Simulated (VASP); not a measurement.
A cell of ZrC (rock salt) near equilibrium:

```
ZrC
1.0
    0.00000     2.33600     2.33600
    2.33600     0.00000     2.33600
    2.33600     2.33600     0.00000
Zr C
1 1
Direct
  0.00000   0.00000   0.00000
  0.50000   0.50000   0.50000
```

Computed with PBEsol GGA, VASP's PBE PAW potentials (set 64) (plane waves; VASP).

| run | ΔE (meV/atom) | σxx | σyy | σzz | largest shear component, with its sign (GPa) | largest force (eV/Å) |
|---|---|---|---|---|---|---|
| as it is | 0.0 | -0.10 | -0.10 | -0.10 | 0.00 | 0.000 |
| after one change | 4.1 | -1.67 | -6.89 | -1.67 | 0.00 | 0.000 |
Stress is in GPa, positive when the cell is compressed.

### Question
What was changed between the two runs?
(A) atom 1 (Zr) moved by 0.075 Å along y
(B) uniaxial strain of +0.5 % along x
(C) uniaxial strain of +1.5 % along y
(D) uniaxial strain of -3.0 % along x

### Answer
C, uniaxial strain of +1.5 % along y

The compound is ZrC in the rock salt structure.
